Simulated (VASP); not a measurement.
Output of a VASP run:

### OUTCAR
```
 ion  position               nearest neighbor table
   1  0.000  0.000  0.000-   2 2.77   3 2.77   3 2.77   2 2.77   2 2.77   3 2.77
   2  0.667  0.333  0.749-   1 2.77   1 2.77   1 2.77
   3  0.333  0.667  0.251-   1 2.77   1 2.77   1 2.77
  LATTYP: Found a hexagonal cell.
 ALAT       =     3.8185099375
 C/A-ratio  =     1.7557169193
 Subroutine PRICEL returns:
 Original cell was already a primitive cell.
 Subroutine GETGRP returns: Found 12 space group operations
The static configuration has the point symmetry D_3d.
The dynamic configuration has the point symmetry D_3d.
 Subroutine INISYM returns: Found 12 space group operations
 Subroutine IBZKPT returns following result:
 Found     35 irreducible k-points:

 Following reciprocal coordinates:
            Coordinates               Weight
  0.000000  0.000000  0.000000      1.000000
  0.125000  0.000000  0.000000      6.000000
  0.250000  0.000000  0.000000      6.000000
  0.375000  0.000000  0.000000      6.000000
  0.500000  0.000000  0.000000      3.000000
  0.125000  0.125000  0.000000      6.000000
  0.250000  0.125000  0.000000     12.000000
  0.375000  0.125000  0.000000     12.000000
  0.250000  0.250000  0.000000      6.000000
  0.375000  0.250000  0.000000      6.000000
  0.000000  0.000000  0.250000      2.000000
  0.125000  0.000000  0.250000      6.000000
  0.000000  0.125000  0.250000      6.000000
  0.250000  0.000000  0.250000      6.000000
  0.000000  0.250000  0.250000      6.000000
  0.375000  0.000000  0.250000      6.000000
  0.000000  0.375000  0.250000      6.000000
  0.500000  0.000000  0.250000      6.000000
  0.125000  0.125000  0.250000     12.000000
  0.250000  0.125000  0.250000     12.000000
 -0.125000  0.375000  0.250000     12.000000
  0.375000  0.125000  0.250000     12.000000
 -0.125000  0.500000  0.250000     12.000000
  0.250000  0.250000  0.250000     12.000000
  0.375000  0.250000  0.250000     12.000000
  0.000000  0.000000  0.500000      1.000000
  0.125000  0.000000  0.500000      6.000000
  0.250000  0.000000  0.500000      6.000000
  0.375000  0.000000  0.500000      6.000000
  0.500000  0.000000  0.500000      3.000000
  0.125000  0.125000  0.500000      6.000000
  0.250000  0.125000  0.500000     12.000000
  0.375000  0.125000  0.500000     12.000000
  0.250000  0.250000  0.500000      6.000000
  0.375000  0.250000  0.500000      6.000000
   k-points           NKPTS =     35   k-points in BZ     NKDIM =     35   number of bands    NBANDS=     16
   number of dos      NEDOS =    301   number of ions     NIONS =      3
   total plane-waves  NPLWV =  37632
   dimension x,y,z NGX =    28 NGY =   28 NGZ =   48
   dimension x,y,z NGXF=    56 NGYF=   56 NGZF=   96
   ions per type =               1   2
   PREC   = accura    normal or accurate (medium, high low for compatibility)
   ISTART =      0    job   : 0-new  1-cont  2-samecut
   ICHARG =      2    charge: 1-file 2-atom 10-const
   ISPIN  =      1    spin polarized calculation?
   LNONCOLLINEAR =      F non collinear calculations
   LSORBIT =      F    spin-orbit coupling
   INIWAV =      1    electr: 0-lowe 1-rand  2-diag
   ENCUT  =  400.0 eV  29.40 Ry    5.42 a.u.   6.23  6.23 10.93*2*pi/ulx,y,z
   NELM   =    100;   NELMIN=  2; NELMDL= -5     # of ELM steps
   EDIFF  = 0.1E-07   stopping-criterion for ELM
   LREAL  =      F    real-space projection
   NLSPLINE    = F    spline interpolate recip. space projectors
   LMAXMIX     =    4 max onsite mixed and CHGCAR
   VOSKOWN=      0    Vosko Wilk Nusair interpolation
   EDIFFG = -.1E-02   stopping-criterion for IOM
   NSW    =     30    number of steps for IOM
   NBLOCK =      1;   KBLOCK =     30    inner block; outer block
   IBRION =      1    ionic relax: 0-MD 1-quasi-New 2-CG
   NFREE  =      0    steps in history (QN), initial steepest desc. (CG)
   ISIF   =      2    stress and relaxation
   ISYM   =      2    0-nonsym 1-usesym 2-fastsym
...
```

OSZICAR:
```
...
DAV:  14    -0.662855394818E+02    0.92888E-03   -0.44459E-04  1256   0.218E-01    0.645E-02
DAV:  15    -0.662867613055E+02   -0.12218E-02   -0.10393E-03  1144   0.317E-01    0.157E-02
DAV:  16    -0.662867878932E+02   -0.26588E-04   -0.12207E-04  1312   0.126E-01    0.136E-02
DAV:  17    -0.662868098928E+02   -0.22000E-04   -0.28419E-05  1456   0.579E-02    0.470E-03
DAV:  18    -0.662868091424E+02    0.75037E-06   -0.25717E-06  1224   0.153E-02    0.273E-03
DAV:  19    -0.662868119949E+02   -0.28525E-05   -0.28991E-06  1376   0.176E-02    0.162E-03
DAV:  20    -0.662868112627E+02    0.73224E-06   -0.56019E-07  1136   0.971E-03    0.453E-04
DAV:  21    -0.662868112833E+02   -0.20588E-07   -0.64740E-08  1456   0.231E-03    0.453E-04
DAV:  22    -0.662868112024E+02    0.80838E-07   -0.11303E-08   680   0.116E-03    0.321E-04
DAV:  23    -0.662868112235E+02   -0.21085E-07   -0.68416E-09   624   0.754E-04    0.234E-04
DAV:  24    -0.662868112278E+02   -0.42592E-08   -0.37109E-09   592   0.584E-04
   1 F= -.66286811E+02 E0= -.66286662E+02  d E =-.662868E+02
       N       E                     dE             d eps       ncg     rms          rms(c)
DAV:   1    -0.662868213479E+02   -0.10124E-04   -0.44250E-04  1120   0.961E-02    0.996E-03
DAV:   2    -0.662868233080E+02   -0.19601E-05   -0.18999E-05  1256   0.292E-02    0.628E-03
DAV:   3    -0.662868235040E+02   -0.19600E-06   -0.39446E-06  1552   0.141E-02    0.300E-03
DAV:   4    -0.662868234031E+02    0.10093E-06   -0.61476E-07  1408   0.499E-03    0.231E-03
DAV:   5    -0.662868232290E+02    0.17414E-06   -0.81460E-08  1336   0.270E-03    0.460E-04
DAV:   6    -0.662868230303E+02    0.19864E-06   -0.28554E-08   936   0.143E-03    0.213E-04
DAV:   7    -0.662868231477E+02   -0.11733E-06   -0.12063E-08   624   0.961E-04    0.197E-04
DAV:   8    -0.662868230410E+02    0.10666E-06   -0.38772E-09   576   0.607E-04    0.644E-05
DAV:   9    -0.662868231640E+02   -0.12302E-06   -0.27204E-09   584   0.528E-04    0.529E-05
DAV:  10    -0.662868230863E+02    0.77781E-07   -0.97018E-10   568   0.318E-04    0.235E-05
DAV:  11    -0.662868231069E+02   -0.20688E-07   -0.69134E-11   584   0.680E-05    0.143E-05
DAV:  12    -0.662868231079E+02   -0.93814E-09   -0.11466E-11   568   0.354E-05
   2 F= -.66286823E+02 E0= -.66286675E+02  d E =-.118801E-04
       N       E                     dE             d eps       ncg     rms          rms(c)
DAV:   1    -0.662868249402E+02   -0.18333E-05   -0.54181E-04  1120   0.106E-01    0.109E-02
DAV:   2    -0.662868272817E+02   -0.23415E-05   -0.23177E-05  1248   0.321E-02    0.697E-03
DAV:   3    -0.662868275702E+02   -0.28849E-06   -0.47455E-06  1576   0.155E-02    0.333E-03
DAV:   4    -0.662868274671E+02    0.10303E-06   -0.73269E-07  1392   0.545E-03    0.257E-03
DAV:   5    -0.662868272680E+02    0.19918E-06   -0.10274E-07  1384   0.302E-03    0.510E-04
DAV:   6    -0.662868270554E+02    0.21254E-06   -0.38281E-08  1128   0.162E-03    0.228E-04
DAV:   7    -0.662868271714E+02   -0.11597E-06   -0.14551E-08   672   0.103E-03    0.224E-04
DAV:   8    -0.662868270651E+02    0.10631E-06   -0.44656E-09   560   0.650E-04    0.703E-05
DAV:   9    -0.662868271867E+02   -0.12161E-06   -0.31130E-09   560   0.544E-04    0.488E-05
DAV:  10    -0.662868271190E+02    0.67732E-07   -0.91456E-10   560   0.299E-04    0.227E-05
DAV:  11    -0.662868271374E+02   -0.18445E-07   -0.56063E-11   560   0.621E-05    0.152E-05
DAV:  12    -0.662868271326E+02    0.47644E-08   -0.60325E-12   560   0.357E-05
   3 F= -.66286827E+02 E0= -.66286679E+02  d E =-.402476E-05
```

File OUTCAR:
```
------------------------ aborting loop because EDIFF is reached ----------------------------------------
  FORCE on cell =-STRESS in cart. coord.  units (eV):
  Direction    XX          YY          ZZ          XY          YZ          ZX
  --------------------------------------------------------------------------------------
  Total        0.0132427      0.0132427     -0.0309227      0.0000000      0.0000000     -0.0000000
  in kB        0.2506217      0.2506217     -0.5852232      0.0000000      0.0000000     -0.0000000
  external PRESSURE =      -0.0279933 kB  Pullay stress =       0.0000000 kB
  volume of cell :       84.66
      direct lattice vectors                 reciprocal lattice vectors
     3.818509938  0.000000000  0.000000000     0.261882257  0.151197792  0.000000000
    -1.909254969  3.306926601  0.000000000     0.000000000  0.302395584  0.000000000
     0.000000000  0.000000000  6.704222504     0.000000000  0.000000000  0.149159727
 POSITION                                       TOTAL-FORCE (eV/Angst)
 -----------------------------------------------------------------------------------
      0.00000      0.00000      0.00000        -0.000000      0.000000      0.000000
      1.90926      1.10231      5.01997         0.000000      0.000000      0.000007
     -0.00000      2.20462      1.68425        -0.000000     -0.000000     -0.000007
 -----------------------------------------------------------------------------------
    total drift:                                0.000000      0.000000      0.000000
  FREE ENERGIE OF THE ION-ELECTRON SYSTEM (eV)
  ---------------------------------------------------
  free  energy   TOTEN  =       -66.2868271326 eV

  energy  without entropy=      -66.2863841291  energy(sigma->0) =      -66.28667946

 reached required accuracy - stopping structural energy minimisation
```
(Selected blocks of OUTCAR.)

File POSCAR:
```
TiTe2
1
    3.8185099375     0.0000000000     0.0000000000
   -1.9092549687     3.3069266012     0.0000000000
    0.0000000000     0.0000000000     6.7042225037
Ti Te
1 2
Direct
  1.0000000000   0.0000000000   0.0000000000
  0.6666670000   0.3333330000   0.7489751482
  0.3333330000   0.6666670000   0.2510248518
```

Write an INCAR and KPOINTS that could have produced this output.

Several could match; the one computed here: the input of the run itself, r2SCAN meta-GGA, plane waves, VASP's PBE PAW potentials (set 64).

### KPOINTS
```
Automatic mesh
0
Gamma
  8 8 4
```

INCAR:
```
SYSTEM=TiTe2
PREC=Accurate; ENCUT=400; LREAL=.FALSE.
LASPH=.TRUE.
EDIFF=1E-8; NELM=100; ALGO=Normal
LMAXMIX=4; LMIXTAU=.TRUE.
ISMEAR=1; SIGMA=0.1
METAGGA=R2SCAN
IBRION=1; NSW=30; ISIF=2
EDIFFG=-0.001
LWAVE=.FALSE.; LCHARG=.FALSE.
```

POTCAR, in this order: Ti_sv Te (PBE.64 set). Program: vasp_std.

The structure comes from a computed database's TiTe2 entry (P-3m1); how it stands against other phases isn't given here. This run relaxes the ions in a fixed cell. Symmetry was kept, so distortions that lower it aren't found. The start is the result of an earlier pass.
